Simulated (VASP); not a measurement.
Input:

```yaml
crystal:
  lattice:
    - [2.23610, -3.85378, 0.00000]
    - [2.23610, 3.85378, 0.00000]
    - [0.00000, 0.00000, 4.59037]
  atoms:
    - { symbol: Ga, position: [0.15593, 0.84407, 0.91815] }
    - { symbol: Ga, position: [0.34407, 0.65593, 0.41815] }
    - { symbol: Ga, position: [0.65593, 0.34407, 0.58185] }
    - { symbol: Ga, position: [0.84407, 0.15593, 0.08185] }
```

Calculation: PBE GGA with D3 dispersion (zero damping), VASP's PBE PAW potentials (set 64) (plane waves; VASP). Numerical set-up: 520 eV cut-off, 9×9×8 Γ-centred mesh, tetrahedra with Blöchl corrections, potentials Ga_d.

**Question.** What does the run give for the energy per atom (σ→0), band gap (on the k-mesh) with the smallest direct gap where there is one?

**Answer.** 
```json
{
 "band gap (on the k-mesh)": "none (metal, semimetal or under 0.01 eV)",
 "energy per atom (σ→0)": "-3084 meV/atom"
}
```

Only differences to runs with the same potentials and settings are physical.

The compound is Ga in the alpha structure. It was relaxed first.
